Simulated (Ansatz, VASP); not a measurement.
**TiAl20 (S5(210) boundary in fcc Al with Ti (substitutional)) in two plane-wave programs**

One calculation is typed for both programs; each brings its own data sets. How far apart do they land? Of the first pair: The structure shown is the start of the Ansatz relaxation below; VASP solves that cell, so the two are compared at the walk's first step.

Method: plane waves, with VASP 6.6.1 beside it; PBE, in Ansatz 0.2.0.

**1. Set-up**

The cell holds 21 atoms: 20 Al and 1 Ti. Its edges and angles: a = 4.958 Å, b = 4.048 Å, c = 30.008 Å, α = 90.0°, β = 90.0°, γ = 65.9°. It derives from Al. As first built, before any earlier steps moved the atoms or strained the cell (in the runner's words): plane [2, 1, 0]; removed 2; opened 0. Vacuum lies along c.

**2. Ansatz: relaxation, PBE**

Ansatz runs on its PAW soft_1 files.

The two programs are compared at the cell with which this relaxation starts, whose forces are those of its first step.

File input.yaml:

```yaml
crystal:
  lattice:
    - [4.957730497, 0.0, 0.0]
    - [1.6525768323, 3.6952741352, 0.0]
    - [0.0, 0.0, 30.0082257911]
  atoms:
    - { symbol: Al, position: [0.6, 0.7000000001, 0.1666209804] }
    - { symbol: Al, position: [0.2, 0.4000000001, 0.1967844967] }
    - { symbol: Al, position: [0.8, 0.1000000001, 0.226948013] }
    - { symbol: Al, position: [0.4, 0.8000000001, 0.2571115294] }
    - { symbol: Al, position: [1.0, 0.5000000001, 0.2872750457] }
    - { symbol: Al, position: [0.6, 0.2, 0.3174385621] }
    - { symbol: Al, position: [0.2, 0.9, 0.3476020784] }
    - { symbol: Al, position: [0.8, 0.6, 0.3777655948] }
    - { symbol: Al, position: [0.4, 0.3, 0.4079291111] }
    - { symbol: Ti, position: [0.0, 0.0, 0.4380926274] }
    - { symbol: Al, position: [0.8, 0.6, 0.4984196601] }
    - { symbol: Al, position: [0.2, 0.9, 0.5285831765] }
    - { symbol: Al, position: [0.6, 0.2, 0.5587466928] }
    - { symbol: Al, position: [1.0, 0.5000000001, 0.5889102092] }
    - { symbol: Al, position: [0.4, 0.8000000001, 0.6190737255] }
    - { symbol: Al, position: [0.8, 0.1000000001, 0.6492372419] }
    - { symbol: Al, position: [0.2, 0.4000000001, 0.6794007582] }
    - { symbol: Al, position: [0.6, 0.7000000001, 0.7095642745] }
    - { symbol: Al, position: [1.0, 1.0e-10, 0.7397277909] }
    - { symbol: Al, position: [0.4, 0.3000000001, 0.7698913072] }
    - { symbol: Al, position: [0.8, 0.6000000001, 0.8000548236] }
kpoints:
  mp_grid: { grid: [6, 6, 1] }
hamiltonian:
  xc: pbe
  pseudopotentials: { kind: paw, azcp: { folder: soft_1 } }
scf:
  occupations: { method: fermi_dirac, width: 0.1 }
relax:
  f_tol: 0.03
  max_steps: 80
  constraints: [{ sites: [0, 1, 2, 3] }]
```

Launch:

```bash
$ ansatz run input.yaml --threads 8 --pin off --max-ram 15360MiB --backend cpu --events-out ev --progress --plain --runs-dir out
```

Numbers of over 12 decimals in the logs are rounded to 6 here.

What it wrote:

```text
Engine: ansatz 0.2.0, aarch64-unknown-linux-gnu
Pseudopotentials: kind: paw
Pseudopotential: Al, paw, valence charge 3, recommended cutoff 420 eV (normal), soft_1/Al.paw.azcp
Pseudopotential: Ti, paw, valence charge 12, recommended cutoff 420 eV (normal), soft_1/Ti.paw.azcp
Functional definition: PBE
  parameter kappa = 0.804
  parameter beta = 0.066725
  exchange = pbe_x(kappa = kappa, mu = beta*pi^2/3)
  correlation = pbe_c(beta = beta)
Crystal: 21 atoms, lattice volume = 549.756 Å³
Basis set: ecut = 420 eV, 10749 PW (Γ), exchange–correlation on 72×60×432 points (8 copies of the dense FFT grid, shifted against one another)
Bands: 57, of which v1, the nominal top of the filled ones, is band 36 counted from 1 (35 counted from 0)
Symmetry: 2 space group operations
Space group: Cm (ITA 8), of the structure as read, at distance tolerance 8.2e-5 Å
k-points: 13 of 36 (time reversal used)
Non-local potential: Al, projectors of the file, l = 0: 2, l = 1: 2, l = 2: 1
Non-local potential: Ti, projectors of the file, l = 0: 3, l = 1: 2, l = 2: 3, l = 3: 1
PAW form: soft (Blöchl's): semilocal exchange-correlation on the pseudo side does not see the compensation charge
PAW one-centre angular grid: Al, 110 points (default); XC on 64 Gauss nodes
PAW one-centre angular grid: Ti, 590 points (default); XC on 64 Gauss nodes
Initial density: superposition of atomic densities (neutral atoms: chi_scale 0, normalization atom)
Initial wavefunctions: pseudopotential atomic-orbital guess
Functional: x = pbe(κ = 0.804, μ = 0.219515), c = pbe(β = 0.066725)
SCF iter   1: F=—  HF=-13249.485807 eV  |F-HF|=—  |Δ(HF+E_count)|=         —  Δρ=2.33e-2  dr2=5.23e1  ethr=3.10e-3  ⟨swp⟩=9.4  Hψ=4261  notcnv=0  defer=4
preconditioner: auto → LDOS  [metal: Δε(μ)=0.022 eV  Ē_g=5.954 eV  σ=0.100 eV  W_gap=0.06  n_scr=80 (ndim 8)  ℏωp=12.7 eV  f_vac=0.235  D(μ)=11.54/eV (n_scr^D=80)  β→1.0]
SCF iter   2: F=—  HF=-13246.879091 eV  |F-HF|=—  |Δ(HF+E_count)|=    2.61e0  Δρ=8.21e-3  dr2=1.36e0  ethr=3.10e-3  ⟨swp⟩=5.3  Hψ=1969  notcnv=0  defer=21
SCF iter   3: F=—  HF=-13246.842778 eV  |F-HF|=—  |Δ(HF+E_count)|=   3.63e-2  Δρ=2.68e-3  dr2=1.12e-1  ethr=1.89e-3  ⟨swp⟩=3.8  Hψ=1352  notcnv=0  defer=21
SCF iter   4: F=—  HF=-13246.828153 eV  |F-HF|=—  |Δ(HF+E_count)|=   1.46e-2  Δρ=6.64e-4  dr2=5.62e-3  ethr=1.55e-4  ⟨swp⟩=2.9  Hψ=1383  notcnv=0  defer=19
SCF iter   5: F=—  HF=-13246.828545 eV  |F-HF|=—  |Δ(HF+E_count)|=   3.92e-4  Δρ=2.39e-4  dr2=7.36e-4  ethr=7.81e-6  ⟨swp⟩=2.5  Hψ=1193  notcnv=0  defer=17
SCF iter   6: F=-13246.828499 eV  HF=-13246.828506 eV  |F-HF|=6.70e-6  |Δ(HF+E_count)|=   3.95e-5  Δρ=4.36e-5  dr2=2.10e-5  ethr=3.12e-8  ⟨swp⟩=4.3  Hψ=3016  notcnv=0
SCF 1 converged in 6 iterations: F = -13246.828499 eV  dr2 = 2.10e-5
  greatest PAW one-centre occupation: 0.999 electrons in one spin orbital (limit 2), on the Ti atom at site 9 (counted from 0), in its partial waves of l = 0
relax step   1: F+E_penalty+E_count = -13246.82849881 eV  Δ(F+E_penalty+E_count) = +0.000e0 eV  max|allowed force component| = 4.551e-1 eV/Å  Δτ_max = 0.0000 Å  (6 SCF iters, dr2 threshold 2.25e-5 eV, accepted)
[...]
relax step   2: F+E_penalty+E_count = -13247.07937484 eV  Δ(F+E_penalty+E_count) = -2.509e-1 eV  max|allowed force component| = 2.652e-1 eV/Å  Δτ_max = 0.1938 Å  (6 SCF iters, dr2 threshold 1.29e-5 eV, accepted)
[...]
relax step   6: F+E_penalty+E_count = -13247.41431463 eV  Δ(F+E_penalty+E_count) = -2.923e-2 eV  max|allowed force component| = 6.978e-2 eV/Å  Δτ_max = 0.1930 Å  (5 SCF iters, dr2 threshold 6.42e-6 eV, accepted)
[...]
relax step   7: F+E_penalty+E_count = -13247.43840327 eV  Δ(F+E_penalty+E_count) = -2.409e-2 eV  max|allowed force component| = 9.221e-2 eV/Å  Δτ_max = 0.2000 Å  (6 SCF iters, dr2 threshold 1.75e-6 eV, accepted)
[...]
relax step   8: F+E_penalty+E_count = -13247.44909319 eV  Δ(F+E_penalty+E_count) = -1.069e-2 eV  max|allowed force component| = 4.331e-2 eV/Å  Δτ_max = 0.1430 Å  (6 SCF iters, dr2 threshold 3.05e-6 eV, accepted)
[...]
relax step   9: F+E_penalty+E_count = -13247.45032504 eV  Δ(F+E_penalty+E_count) = -1.232e-3 eV  max|allowed force component| = 2.241e-2 eV/Å  Δτ_max = 0.0246 Å  (5 SCF iters, accepted)
SCF converged after 5 iterations
Free energy (F): -13247.450325 eV
Harris-Foulkes:  -13247.450325 eV  (|F-HF|=5.10e-8)
Internal energy: -13247.126540 eV  (E = F + TS)
E sigma→0 (E₀):  -13247.288432 eV
Entropy (-TS):   -0.323785 eV (-15.418 meV/atom)
Fermi energy:    3.626439 eV
--- Per-component energies (eV) ---
  E_band       = -304.825173
  E_kinetic    = 715.299020
  E_local      = -20674.037123  (includes V_loc(G=0)·N_el)
  E_nonlocal   = 263.836099
  E_hartree    = 10175.022447
  E_xc         = -860.366059
  E_vxc        = -715.966606  (∫ρ·V_xc dr)
  E_paw        = -10430.504124  (= ΣΔE_a)
  E_vpaw       = -243.990530  (= ΣTr[D̂ρ^β])
  E_aug_tail   = -0.000115  (compensation charges beyond the density's cutoff)
  E_ewald      = 7563.623316
  E_smearing   = -0.323785  (= −TS)
  E_closure    = 0.000000  (closes the sum)
  Σ components = -13247.450325   (vs F -13247.450325, Δ=0.00e0)
--- Forces (eV/Å), atoms counted from 1 ---
  atom   1  Al    -0.09282436     0.04151232     0.25485567
  atom   2  Al     0.03736036    -0.01670806    -0.21338569
  atom   3  Al    -0.02908567     0.01300751     0.02388759
  atom   4  Al     0.05364699    -0.02399166    -0.08855926
  atom   5  Al     0.00046894    -0.00020972     0.01881086
  atom   6  Al     0.00073253    -0.00032760    -0.00420539
  atom   7  Al     0.00481599    -0.00215378    -0.00143944
  atom   8  Al     0.01233310    -0.00551553    -0.01660539
  atom   9  Al    -0.01859464     0.00831577    -0.01893152
  atom  10  Ti     0.00131587    -0.00058848     0.01080963
  atom  11  Al     0.00333867    -0.00149310     0.02139408
  atom  12  Al     0.00297557    -0.00133072     0.02241027
  atom  13  Al     0.00610597    -0.00273067    -0.01226522
  atom  14  Al     0.00357263    -0.00159773     0.01968437
  atom  15  Al     0.00090315    -0.00040390    -0.00289128
  atom  16  Al     0.00786744    -0.00351843    -0.00273328
  atom  17  Al    -0.00742040     0.00331850    -0.02138304
  atom  18  Al     0.00505503    -0.00226068    -0.01642694
  atom  19  Al     0.00293978    -0.00131471    -0.00160257
  atom  20  Al     0.00377113    -0.00168650     0.01352821
  atom  21  Al     0.00076107    -0.00034036     0.01506131
  max |Σ_I F_I| component: 3.92e-5 eV/Å
--- Relaxed structure (9 steps of the walk, 9 accepted, 0 SCFs on fresh bases) ---
  F+E_penalty+E_count = -13247.45032504 eV   max|allowed force component| = 2.241e-2 eV/Å
  atoms:
    - { symbol: Al, position: [0.600000, 0.700000, 0.166621] }
    - { symbol: Al, position: [0.200000, 0.4, 0.1967844967] }
    - { symbol: Al, position: [0.800000, 0.100000, 0.226948] }
    - { symbol: Al, position: [0.400000, 0.800000, 0.2571115294] }
    - { symbol: Al, position: [1.015024, 0.492488, 0.286696] }
    - { symbol: Al, position: [0.622922, 0.188539, 0.318680] }
    - { symbol: Al, position: [0.229830, 0.885085, 0.346988] }
    - { symbol: Al, position: [0.825451, 0.587274, 0.376395] }
    - { symbol: Al, position: [0.416360, 0.291820, 0.411935] }
    - { symbol: Ti, position: [0.00786316, -0.00393158, 0.432314] }
    - { symbol: Al, position: [0.642095, 0.678953, 0.464744] }
    - { symbol: Al, position: [0.178199, 0.910901, 0.518195] }
    - { symbol: Al, position: [0.596949, 0.201526, 0.533074] }
    - { symbol: Al, position: [0.975408, 0.512296, 0.573200] }
    - { symbol: Al, position: [0.384052, 0.807974, 0.603309] }
    - { symbol: Al, position: [0.770406, 0.114797, 0.632120] }
    - { symbol: Al, position: [0.170566, 0.414717, 0.662766] }
    - { symbol: Al, position: [0.555865, 0.722068, 0.693374] }
    - { symbol: Al, position: [0.953646, 0.023177, 0.723106] }
    - { symbol: Al, position: [0.342018, 0.328991, 0.758239] }
    - { symbol: Al, position: [0.737410, 0.631295, 0.780587] }
```

In the SCF lines HF is the Harris–Foulkes energy and dr2 the Hartree energy of the density residual, in eV; the loop may stop once dr2 is under the threshold and the program's other checks hold. Hψ counts applications of the Hamiltonian.

(Part 1 of 2 ends here.)

[Lines on the potential files, build, host, timing and source positions are cut from VASP's logs without a mark.]

[Logs are printed without paths, hosts, clocks, repeated set-up lines and the standing remarks that a program may print on its own settings, such as how far it seeks lower states.]

[Hosts, paths, dates, database ids (printed as entryN), source tags and the programs' standing remarks are cut or masked in the printed files.]
